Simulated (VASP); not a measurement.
All values below come from PBE GGA, VASP's PBE PAW potentials (set 64) (plane waves; VASP).

VASP input:

INCAR:
```
SYSTEM = Ag
PREC = Accurate; ENCUT = 500; LREAL = .False.
LASPH = .True.
EDIFF = 1E-6; NELM = 100; ALGO = Normal
LMAXMIX = 4
ISMEAR = 1; SIGMA = 0.1
GGA = PE
IBRION = 2; NSW = 40; ISIF = 3
EDIFFG = -0.02; PSTRESS = 200
LWAVE = .False.; LCHARG = .False.
```

File POSCAR:
```
Ag
1
    0.0000000000     1.9754128773     1.9754128773
    1.9754128773     0.0000000000     1.9754128773
    1.9754128773     1.9754128773    -0.0000000000
Ag
1
Direct
  0.0000000000   0.0000000000   0.0000000000
```

KPOINTS:
```
Automatic
0
G
16 16 16
```

POTCAR, in this order: Ag (PBE.64 set). Program: vasp_std.

The resulting files:

### OSZICAR
```
       N       E                     dE             d eps       ncg     rms          rms(c)
DAV:   1     0.434285984897E+02    0.43429E+02   -0.57690E+03  2706   0.109E+03
DAV:   2    -0.249128525451E+01   -0.45920E+02   -0.43992E+02  2688   0.208E+02
DAV:   3    -0.287081696563E+01   -0.37953E+00   -0.37936E+00  3050   0.225E+01
DAV:   4    -0.287173189591E+01   -0.91493E-03   -0.91492E-03  2960   0.102E+00
DAV:   5    -0.287173836244E+01   -0.64665E-05   -0.64654E-05  2873   0.716E-02    0.697E+00
DAV:   6    -0.260852111126E+01    0.26322E+00   -0.10961E+00  2650   0.117E+01    0.428E+00
DAV:   7    -0.259412724977E+01    0.14394E-01   -0.24057E-02  2819   0.170E+00    0.223E+00
DAV:   8    -0.259018069551E+01    0.39466E-02   -0.78699E-04  2695   0.274E-01    0.113E-01
DAV:   9    -0.259018515979E+01   -0.44643E-05   -0.52605E-06  2974   0.243E-02    0.144E-02
DAV:  10    -0.259019135701E+01   -0.61972E-05   -0.31260E-06  2873   0.208E-02    0.748E-03
DAV:  11    -0.259019079851E+01    0.55850E-06   -0.64027E-08  1372   0.282E-03
   1 F= -.66566804E+00 E0= -.66547026E+00  d E =-.665668E+00
```

**OUTCAR**
```
------------------------ aborting loop because EDIFF is reached ----------------------------------------
  FORCE on cell =-STRESS in cart. coord.  units (eV):
  Direction    XX          YY          ZZ          XY          YZ          ZX
  --------------------------------------------------------------------------------------
  Total        1.9268432      1.9268432      1.9268432      0.0000000      0.0000000      0.0000000
  in kB      200.2411482    200.2411482    200.2411482      0.0000000      0.0000000      0.0000000
  external PRESSURE =       0.2411482 kB  Pullay stress =     200.0000000 kB
  volume of cell :       15.42
      direct lattice vectors                 reciprocal lattice vectors
     0.000000000  1.975412877  1.975412877    -0.253111644  0.253111644  0.253111644
     1.975412877  0.000000000  1.975412877     0.253111644 -0.253111644  0.253111644
     1.975412877  1.975412877  0.000000000     0.253111644  0.253111644 -0.253111644
 POSITION                                       TOTAL-FORCE (eV/Angst)
 -----------------------------------------------------------------------------------
      0.00000      0.00000      0.00000         0.000000     -0.000000      0.000000
 -----------------------------------------------------------------------------------
    total drift:                               -0.000000     -0.000000     -0.000000
  FREE ENERGIE OF THE ION-ELECTRON SYSTEM (eV)
  ---------------------------------------------------
  free  energy   TOTEN  =        -2.5901907985 eV

  energy  without entropy=       -2.5895974398  energy(sigma->0) =       -2.58999301
  enthalpy is  TOTEN    =        -0.6656680433 eV   P V=        1.9245227552

 reached required accuracy - stopping structural energy minimisation
```
(Selected blocks of OUTCAR.)

The compound is Ag in the fcc structure. It was relaxed first under an external pressure of 20 GPa.
